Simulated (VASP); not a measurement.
# A VASP study of CaP2Ru2 (rev-vdW-DF2): structure first, properties next

How well does rev-vdW-DF2 reproduce what experiment finds for CaP2Ru2? The cell is relaxed first, and properties follow on it. The steps: full relaxation (rev-vdW-DF2), second relaxation, density, ELF and potential (rev-vdW-DF2), band structure (rev-vdW-DF2), total and projected DOS (rev-vdW-DF2) and optical spectrum (rev-vdW-DF2). The start is a computed cell from the Materials Project.

Method: rev-vdW-DF2; plane waves and PAW (Ca_sv, P, Ru_pv), in VASP 6.6.1.

The experiments to compare with:

“Construction of A-B hetero-layer intermetallic crystals: case studies of the 1144-phase TM-phosphides itAB(TM)4P4 (TM=Fe, Ru, Co, Ni” (2021, arxiv:2103.15344) reports for CaRu2P2, 122-type tetragonal, by powder XRD, GSAS refinement (polycrystalline precursor, almost phase pure): lattice constant a 4.044 ± 0.004 Å [precursor powder described as almost phase pure].

This is a report of a sequence of runs, with most program output left out.

## 1. The structure

Before any relaxation, the start is as follows. It takes space group I4/mmm (No. 139, tetragonal). The conventional cell has a = 4.047 Å, b = 4.047 Å, c = 9.927 Å, α = 90.00°, β = 90.00°, γ = 90.00°. Nearest to Ca lie 10 P at 3.16 to 3.62 Å and 8 Ru at 3.20 Å. Nearest to P lie 4 Ru at 2.32 Å and 5 P at 2.69 to 3.65 Å and 5 Ca at 3.16 to 3.62 Å. Ru has 4 P at 2.32 Å and 4 Ru at 2.86 Å and 4 Ca at 3.20 Å nearest. Farther neighbours are not listed.

## 2. Full relaxation (rev-vdW-DF2)

Properties are meant for the cell that this level of theory prefers, so cell and atoms are relaxed first (ISIF = 3) until forces and stress are small; EDIFFG sets the threshold. rev-vdW-DF2 revises the exchange of vdW-DF2 for solids. LUSE_VDW switches on a nonlocal correlation term for dispersion.

The input, INCAR:

```
SYSTEM = CaP2Ru2
PREC = Accurate
ENCUT = 400
EDIFF = 1E-06
NELM = 100
ISMEAR = 0
SIGMA = 0.05
LREAL = .FALSE.
ALGO = Normal
GGA = MK
AGGAC = 0
LUSE_VDW = .TRUE.
PARAM1 = 0.1234
PARAM2 = 0.711357
ZAB_VDW = -1.8867
LASPH = .TRUE.
NBANDS = 30
LORBIT = 11
LWAVE = .FALSE.
LCHARG = .FALSE.
KPAR = 4
IBRION = 2
NSW = 60
ISIF = 3
EDIFFG = -0.01
```

The input, POSCAR:

```
CaP2Ru2
1.0
   -4.0465953712      0.0000000000      0.0000000000
    0.0000000000      4.0465953712      0.0000000000
    2.0232976856     -2.0232976856     -4.9636705479
Ca P Ru
1 2 2
Direct
    0.0000000000      0.0000000000      0.0000000000
    0.3642886000      0.3642886000      0.7285772000
    0.6357114000      0.6357114000      0.2714228000
    0.7500000000      0.2500000000      0.5000000000
    0.2500000000      0.7500000000      0.5000000000
```

The input, KPOINTS:

```
Automatic mesh
0
Gamma
7 7 7
0 0 0
```

PAW data sets: Ca_sv, P and Ru_pv (PBE family, release 64).

Run with:

```sh
$ mpirun -np 4 vasp_std
```

Wall time 3.8 min (4 MPI ranks of Intel Xeon 6975P-C (Granite Rapids), shared host); peak memory 1.7 GiB.

The PAW data sets were made with PBE, which is usual practice but a small mismatch for other functionals. The run keeps the 16 symmetry operations of its start, so it cannot find a distortion of lower symmetry.

Relaxation path:

| step | energy less that of the first step (eV) | largest force (eV/Å) | pressure (GPa) | volume (Å³) |
| --- | --- | --- | --- | --- |
| 1 | 0.0000 | 0.4362 | 0.32 | 81.28 |
| 2 | -0.0117 | 0.0790 | -1.81 | 81.66 |
| 3 | -0.0117 | 0.0686 | -1.87 | 81.67 |
| 4 | -0.0204 | 0.0275 | -1.27 | 80.98 |
| 5 | -0.0260 | 0.0773 | 0.23 | 79.60 |
| 6 | -0.0263 | 0.0516 | -0.10 | 79.89 |
| 7 | -0.0263 | 0.0550 | -0.07 | 79.85 |
| 8 | -0.0266 | 0.0210 | 0.02 | 79.82 |
| 9 | -0.0267 | 0.0117 | 0.12 | 79.80 |
| 10 | -0.0267 | 0.0018 | -0.06 | 79.87 |

```
conventional cell, symmetrised  before  after  change
                         a (Å)   4.047  4.054  +0.2 %
                         b (Å)   4.047  4.054  +0.2 %
                         c (Å)   9.927  9.718  -2.1 %
              volume (Å³/atom)   16.26  15.97  -1.7 %
```

The atoms that moved most (Å, as changes of fractional coordinates times the final cell):

```
atom     dx     dy      dz  length
  P2  0.000  0.000  -0.047   0.047
  P3  0.000  0.000   0.047   0.047
```

Final coordinates:

```cif
data_structure
_symmetry_space_group_name_H-M 'P 1'
_symmetry_Int_Tables_number 1
_cell_length_a 4.0543
_cell_length_b 4.0543
_cell_length_c 5.6417
_cell_angle_alpha 111.058
_cell_angle_beta 111.058
_cell_angle_gamma 90.000
_cell_volume 79.87
loop_
_atom_site_label
_atom_site_type_symbol
_atom_site_fract_x
_atom_site_fract_y
_atom_site_fract_z
_atom_site_occupancy
Ca1 Ca 0.00000 0.00000 0.00000 1
P2 P 0.36909 0.36909 0.73818 1
P3 P 0.63091 0.63091 0.26182 1
Ru4 Ru 0.75000 0.25000 0.50000 1
Ru5 Ru 0.25000 0.75000 0.50000 1
```

This step gave:

```yaml
electrons: 48
bands: 30
irreducible_k_points: 40
symmetry_operations: 16
free_energy_toten: -26.15 eV
energy_at_zero_smearing: -26.15 eV
fermi_energy: 9.105 eV
pressure: -0.05583 GPa
metallic_judged_on_the_points_sampled: yes
scf_cycles_over_all_ionic_steps: 72
```

It ends with a largest force of 0.002 eV/Å and a pressure of -0.06 GPa.

## 3. Second relaxation

The basis stayed that of the start cell while the cell moved. A rerun from the cell reached resets it; the error of the finite cutoff stays.

INCAR is that of step 2.

The input, POSCAR:

```
CaP2Ru2
1.0
   -4.0543119472      0.0000000000      0.0000000000
    0.0000000000      4.0543119472      0.0000000000
    2.0271559736     -2.0271559736     -4.8590505950
Ca P Ru
1 2 2
Direct
    0.0000000000      0.0000000000      0.0000000000
    0.3690915039      0.3690915039      0.7381830079
    0.6309084961      0.6309084961      0.2618169921
    0.7500000000      0.2500000000      0.5000000000
    0.2500000000      0.7500000000      0.5000000000
```

KPOINTS is that of step 2.

Run with:

```sh
$ mpirun -np 4 vasp_std
```

Elapsed: 79 s, on 4 MPI ranks; peak memory 1.7 GiB; 5.2 min of CPU time.

Little changed from the start: no atom moved by 0.005 Å and no cell edge by 0.1 %.

This step gave:

```
energy at zero smearing         : -26.14 eV
Fermi energy                    : 9.113 eV
pressure                        : 0.02040 GPa
SCF cycles over all ionic steps : 27
```

It ends with a largest force of 0.010 eV/Å and a pressure of 0.02 GPa. The volume moved by only 0.07 %, so the volume is settled.

## 4. Density, ELF and potential (rev-vdW-DF2)

The relaxed cell gets a fresh self-consistent run, on a basis set for its own volume, to fix the density and to check the remaining stress.

INCAR: that of step 3 with these lines changed.

```diff
@@ -19,7 +19,5 @@
 LWAVE = .FALSE.
-LCHARG = .FALSE.
-KPAR = 4
-IBRION = 2
-NSW = 60
-ISIF = 3
-EDIFFG = -0.01
+LCHARG = .TRUE.
+ISIF = 2
+LELF = .TRUE.
+LVHAR = .TRUE.
```

The input, POSCAR:

```
CaP2Ru2
1.0
   -4.0535391856      0.0000000000      0.0000000000
    0.0000000000      4.0535391856      0.0000000000
    2.0267695928     -2.0267695928     -4.8576881732
Ca P Ru
1 2 2
Direct
    0.0000000000      0.0000000000      0.0000000000
    0.3690945770      0.3690945770      0.7381891541
    0.6309054230      0.6309054230      0.2618108459
    0.7500000000      0.2500000000      0.5000000000
    0.2500000000      0.7500000000      0.5000000000
```

KPOINTS is that of step 3.

Run with:

```sh
$ mpirun -np 4 vasp_std
```

Wall time 17 s (4 MPI ranks); peak memory 0.99 GiB.

This step gave:

| Quantity | Value |
| --- | --- |
| SCF cycles | 14 |
| bands | 32 |
| pressure | 0.007854 GPa |

Valence electrons inside each PAW sphere by angular momentum. Sphere charges, by row:

```
atom  s (e)  p (e)  d (e)  tot (e)
 Ca1   2.04  5.852  0.306    8.198
  P2   1.02   1.42      0    2.441
  P3   1.02   1.42      0    2.441
 Ru4  0.334  6.294  6.251    12.88
 Ru5  0.334  6.294  6.251    12.88
```

Valence density in the ac plane of the conventional cell at fractional y = 0.000, with atoms of Ca and P and Ru within 0.2 Å of it. It is the smooth field of the valence electrons, not physical close to the nuclei.

Ten even steps from '_' (-0.2 e/Å³) to '@' (7.9 e/Å³), each cell a mean:
```
**++::________________..--**
::..____________________..::
____________________________
____________......__________
________..--++**==::________
________::**@@@@%%==..______
________::++%%@@##--..______
__..........----::........__
____..________________..____
____________________________
..__________________________
____________________________
____________________________
____________________________
____..______________________
____....__........____....__
__....__..--++**==::..__..__
________::**@@@@%%==..______
________..++%%@@##--..______
__________..----::..________
____________________________
..__________________________
==--..__________________::--
##**--________________..==##
```
Columns run along a (4.1 Å), rows up along c (9.7 Å), edges of the conventional cell, whose origin can differ from the input's. Atoms in or near the plane, at fractional coordinates: Ca at (0.00, 0.00), P at (0.00, 0.63), P at (0.00, 0.37), Ru at (0.50, 0.75), Ru at (0.50, 0.25).

ELF in the ac plane of the conventional cell at fractional y = 0.000, with atoms of Ca and P and Ru within 0.2 Å of it. It is the smooth field of the valence electrons, not physical close to the nuclei.

Values, 24 rows by 14 columns, each cell a mean:
```
0.60 0.68 0.70 0.41 0.09 0.07 0.12 0.14 0.10 0.06 0.17 0.58 0.72 0.65
0.67 0.62 0.44 0.16 0.10 0.18 0.26 0.27 0.23 0.14 0.09 0.27 0.54 0.66
0.19 0.14 0.09 0.13 0.22 0.27 0.28 0.28 0.28 0.26 0.18 0.10 0.11 0.17
0.08 0.10 0.16 0.23 0.26 0.29 0.32 0.33 0.31 0.28 0.25 0.20 0.13 0.09
0.19 0.21 0.23 0.24 0.32 0.41 0.41 0.37 0.42 0.39 0.28 0.23 0.22 0.20
0.38 0.37 0.31 0.27 0.39 0.39 0.13 0.04 0.24 0.43 0.32 0.28 0.34 0.38
0.58 0.59 0.52 0.37 0.38 0.41 0.23 0.15 0.32 0.42 0.35 0.43 0.57 0.59
0.45 0.60 0.71 0.58 0.38 0.37 0.41 0.41 0.39 0.36 0.44 0.66 0.69 0.53
0.23 0.47 0.72 0.73 0.51 0.34 0.29 0.28 0.30 0.39 0.62 0.76 0.64 0.35
0.49 0.61 0.73 0.73 0.57 0.40 0.31 0.30 0.34 0.46 0.65 0.75 0.69 0.54
0.80 0.77 0.70 0.58 0.41 0.29 0.24 0.23 0.25 0.33 0.48 0.64 0.74 0.79
0.74 0.67 0.53 0.34 0.20 0.14 0.11 0.10 0.12 0.16 0.25 0.42 0.59 0.71
0.79 0.73 0.60 0.43 0.27 0.19 0.15 0.14 0.16 0.21 0.33 0.51 0.66 0.76
0.73 0.74 0.74 0.66 0.50 0.36 0.29 0.28 0.31 0.41 0.58 0.70 0.74 0.73
0.31 0.51 0.72 0.74 0.57 0.38 0.30 0.29 0.32 0.45 0.66 0.76 0.65 0.41
0.29 0.52 0.73 0.68 0.44 0.33 0.32 0.33 0.32 0.35 0.55 0.74 0.67 0.40
0.55 0.64 0.66 0.48 0.37 0.41 0.40 0.37 0.41 0.39 0.39 0.58 0.67 0.60
0.52 0.51 0.42 0.31 0.39 0.39 0.12 0.04 0.24 0.43 0.34 0.35 0.47 0.52
0.29 0.29 0.26 0.25 0.37 0.42 0.24 0.15 0.33 0.43 0.31 0.25 0.28 0.29
0.14 0.17 0.21 0.24 0.29 0.36 0.41 0.41 0.40 0.33 0.26 0.23 0.19 0.15
0.06 0.07 0.11 0.20 0.25 0.27 0.28 0.28 0.28 0.27 0.24 0.16 0.09 0.06
0.42 0.33 0.18 0.10 0.17 0.26 0.29 0.30 0.28 0.23 0.13 0.11 0.24 0.38
0.69 0.70 0.60 0.26 0.08 0.12 0.20 0.22 0.17 0.09 0.11 0.42 0.67 0.70
0.53 0.65 0.72 0.47 0.10 0.05 0.09 0.10 0.07 0.05 0.22 0.63 0.71 0.59
```
Columns run along a (4.1 Å), rows up along c (9.7 Å), edges of the conventional cell, whose origin can differ from the input's. Atoms in or near the plane, at fractional coordinates: Ca at (0.00, 0.00), P at (0.00, 0.63), P at (0.00, 0.37), Ru at (0.50, 0.75), Ru at (0.50, 0.25).

Electrostatic potential energy in the ac plane of the conventional cell at fractional y = 0.000, with atoms of Ca and P and Ru within 0.2 Å of it. With pseudopotentials it is smooth inside the atoms' cores, unlike the true potential.

Ten even steps from '_' (-77 eV) to '@' (2 eV), each cell a mean:
```
++**##%%@@@@@@@@@@@@@@##**++
####%%@@@@@@@@@@@@@@@@%%####
%%@@@@@@@@@@@@@@@@@@@@@@@@%%
@@@@@@@@@@%%######%%@@@@@@@@
@@@@@@@@##++----==++%%@@@@@@
@@@@@@%%++--....::==##@@@@@@
##%%@@%%**--::..::==##@@%%%%
..--**%%%%**++==++##%%%%++..
____==%%@@@@%%%%@@@@@@##::__
__..++%%@@@@@@@@@@@@@@##--__
++##%%@@@@@@@@@@@@@@@@@@%%**
@@@@@@@@@@@@@@@@@@@@@@@@@@@@
%%%%@@@@@@@@@@@@@@@@@@@@@@%%
::==##@@@@@@@@@@@@@@@@%%**--
____==%%@@@@@@@@@@@@@@##::__
____==%%@@%%######%%@@##::__
--++##%%##++----==++%%%%##==
@@@@@@%%++--....::==##@@@@@@
@@@@@@@@**--::..::==##@@@@@@
@@@@@@@@%%**++==++##@@@@@@@@
@@@@@@@@@@@@%%%%@@@@@@@@@@@@
%%%%%%@@@@@@@@@@@@@@@@@@%%%%
****##%%@@@@@@@@@@@@@@%%##**
==++**%%@@@@@@@@@@@@%%##**++
```
Columns run along a (4.1 Å; values clipped at the 3rd and 97th percentile), rows up along c (9.7 Å), edges of the conventional cell, whose origin can differ from the input's. Atoms in or near the plane, at fractional coordinates: Ca at (0.00, 0.00), P at (0.00, 0.63), P at (0.00, 0.37), Ru at (0.50, 0.75), Ru at (0.50, 0.25).

In this run the pressure is 0.01 GPa, small enough to go on; single stress components reach 0.02 GPa.

## 5. Band structure (rev-vdW-DF2)

Levels along the symmetry lines show where the bands peak and cross; KPOINTS_OPT computes them in the converged potential.

INCAR: that of step 4 with these lines changed.

```diff
@@ -16,8 +16,6 @@
 LASPH = .TRUE.
-NBANDS = 30
+NBANDS = 39
 LORBIT = 11
 LWAVE = .FALSE.
-LCHARG = .TRUE.
-ISIF = 2
-LELF = .TRUE.
-LVHAR = .TRUE.
+LCHARG = .FALSE.
+KPAR = 4
```

POSCAR is that of step 4.

KPOINTS is that of step 4.

The input, KPOINTS_OPT:

```
Line mode
16
Line-mode
Reciprocal
  0.00000000   0.00000000   0.00000000 GAMMA
 -0.50000000   0.50000000   0.00000000 X

 -0.50000000   0.50000000   0.00000000 X
 -0.41295988   0.58704012  -0.08704012 Y

 -0.41295988   0.58704012  -0.08704012 Y
  0.00000000   0.58704012  -0.29352006 S

  0.00000000   0.58704012  -0.29352006 S
  0.00000000   0.00000000   0.00000000 GAMMA

  0.00000000   0.00000000   0.00000000 GAMMA
  0.00000000   0.00000000   0.50000000 Z

  0.00000000   0.00000000   0.50000000 Z
  0.00000000   0.41295988   0.29352006 S1

  0.00000000   0.41295988   0.29352006 S1
  0.00000000   0.50000000   0.00000000 N

  0.00000000   0.50000000   0.00000000 N
 -0.50000000   0.50000000   0.25000000 P

 -0.50000000   0.50000000   0.25000000 P
 -0.41295988   0.41295988   0.50000000 Y1

 -0.41295988   0.41295988   0.50000000 Y1
  0.00000000   0.00000000   0.50000000 Z

 -0.50000000   0.50000000   0.00000000 X
 -0.50000000   0.50000000   0.25000000 P
```

Run with:

```sh
$ mpirun -np 4 vasp_std
```

Run time: 56 s. Hardware: 4 MPI ranks; peak memory 1.7 GiB.

Spin-orbit coupling is off here; it would split degenerate levels. The cell is typed on its shortest vectors, so the axes of tensors and the coordinates of k-points follow the printed cell and not the standard setting.

This step gave:

```yaml
bands: 39
pressure: 0.01309 GPa
```

The electronic bands at the labelled points (eV, zero at the Fermi level; # counts the bands kept in this run):

| point | #9 | #10 | #11 | #12 | #13 | #14 | #15 | #16 |
| --- | --- | --- | --- | --- | --- | --- | --- | --- |
| Γ | -1.27 | -0.58 | -0.39 | -0.39 | 0.82 | 1.14 | 2.16 | 2.16 |
| 0.47 of the way | -1.78 | -1.54 | -1.24 | -1.13 | -0.06 | 1.09 | 1.48 | 3.79 |
| X | -2.59 | -1.50 | -1.10 | -1.04 | -0.77 | 1.04 | 1.19 | 1.49 |
| 0.53 of the way | -2.63 | -1.39 | -1.33 | -1.11 | -0.42 | 1.01 | 1.19 | 1.57 |
| Y | -2.71 | -1.59 | -1.13 | -1.13 | 0.01 | 0.96 | 1.20 | 1.73 |
| 0.53 of the way | -2.38 | -1.97 | -1.51 | -0.16 | 0.61 | 1.40 | 1.76 | 2.75 |
| S | -2.12 | -2.03 | -2.03 | 0.68 | 0.82 | 0.86 | 2.86 | 2.96 |
| 0.53 of the way | -1.58 | -1.58 | -1.35 | -0.76 | 0.35 | 1.34 | 1.62 | 3.03 |
| Γ | -1.27 | -0.58 | -0.39 | -0.39 | 0.82 | 1.14 | 2.16 | 2.16 |
| 0.47 of the way | -0.92 | -0.56 | -0.32 | -0.32 | 1.14 | 1.78 | 2.86 | 2.86 |
| Z | -0.55 | -0.17 | -0.17 | 0.24 | 1.14 | 1.96 | 2.79 | 3.36 |
| 0.47 of the way | -1.33 | -1.10 | -0.67 | 1.03 | 1.05 | 1.84 | 2.96 | 3.20 |
| S1 | -2.12 | -2.03 | -2.03 | 0.68 | 0.82 | 0.86 | 2.86 | 2.96 |
| 0.47 of the way | -2.31 | -2.25 | -1.91 | -0.13 | 0.81 | 1.39 | 2.74 | 2.85 |
| N | -2.43 | -2.43 | -1.63 | -0.69 | 0.75 | 2.05 | 2.25 | 3.01 |
| 0.47 of the way | -2.24 | -1.79 | -1.78 | -0.69 | 0.17 | 1.50 | 1.63 | 2.04 |
| P | -2.87 | -1.14 | -1.14 | -1.08 | -1.07 | 1.01 | 1.38 | 1.38 |
| 0.53 of the way | -2.68 | -1.34 | -1.33 | -1.10 | -0.52 | 1.02 | 1.25 | 1.52 |
| Y1 | -2.71 | -1.59 | -1.13 | -1.13 | 0.01 | 0.96 | 1.20 | 1.73 |
| 0.53 of the way | -2.05 | -1.38 | -1.06 | 1.07 | 1.19 | 1.59 | 2.65 | 3.00 |
| Z | -0.55 | -0.17 | -0.17 | 0.24 | 1.14 | 1.96 | 2.79 | 3.36 |
| jump to X | -2.59 | -1.50 | -1.10 | -1.04 | -0.77 | 1.04 | 1.19 | 1.49 |
| 0.53 of the way | -2.70 | -1.38 | -1.09 | -1.05 | -0.90 | 1.02 | 1.26 | 1.46 |
| P | -2.87 | -1.14 | -1.14 | -1.08 | -1.07 | 1.01 | 1.38 | 1.38 |

Of the projections kept (Ca, P, Ru), the largest for each band there, as a share of the weight inside these atoms' spheres; weight between the spheres isn't counted:

```
point       #9      #10      #11      #12      #13      #14      #15      #16
    Γ  Ru 1.00  Ru 1.00  Ru 0.82  Ru 0.82  Ca 0.77  Ru 1.00  Ru 0.69  Ru 0.69
    X  Ru 0.94  Ru 0.91  Ru 0.99  Ru 1.00  Ru 0.65   P 0.70  Ru 0.92  Ru 0.90
    Y  Ru 0.92  Ru 0.95  Ru 0.87  Ru 0.99  Ru 0.77  Ru 0.55  Ru 0.92  Ru 0.74
    S  Ru 0.99  Ru 0.99  Ru 0.94  Ru 0.77  Ru 0.73  Ru 0.73  Ru 0.45  Ca 0.48
    Γ  Ru 1.00  Ru 1.00  Ru 0.82  Ru 0.82  Ca 0.77  Ru 1.00  Ru 0.69  Ru 0.69
    Z  Ru 1.00  Ru 0.93  Ru 0.93   P 0.39  Ru 1.00  Ru 0.51  Ru 0.61  Ca 0.60
```

There is no gap at this level.

## 6. Total and projected DOS (rev-vdW-DF2)

A density of states needs more k-points than a total energy, and tetrahedra (ISMEAR = -5) or a smearing that fits the mesh; LORBIT projects the states on the PAW spheres. The mesh is finer than in the run before.

INCAR: that of step 5 with these lines changed.

```diff
@@ -5,3 +5,3 @@
 NELM = 100
-ISMEAR = 0
+ISMEAR = -5
 SIGMA = 0.05
@@ -21 +21,2 @@
 KPAR = 4
+NEDOS = 2001
```

POSCAR is that of step 5.

The input, KPOINTS:

```
Automatic mesh
0
Gamma
11 11 11
0 0 0
```

Run with:

```sh
$ mpirun -np 4 vasp_std
```

Elapsed: 55 s, on 4 MPI ranks; peak memory 2.1 GiB; 3.6 min of CPU time.

With tetrahedra the forces and stress of a metal are not exact derivatives of the energy.

This step gave:

* irreducible k-points: 126
* Fermi energy: 9.124 eV
* pressure: 0.1124 GPa
* DOS at the Fermi level, one point of the energy grid: 1.397 states/eV/cell

[end of part 1 of 2]

[Lines on the potential files, build, host, timing and source positions are cut from VASP's logs without a mark.]

[Logs are printed without paths, hosts, clocks, repeated set-up lines and the standing remarks that a program may print on its own settings, such as how far it seeks lower states.]

[Hosts, paths, dates, database ids (printed as entryN), source tags and the programs' standing remarks are cut or masked in the printed files.]

[A measured line is paired with the nearest computed mode of its activity, which favours agreement.]

[In band tables of VASP the shares of atoms and orbitals are scaled to a sum of 1 inside the atoms' spheres.]
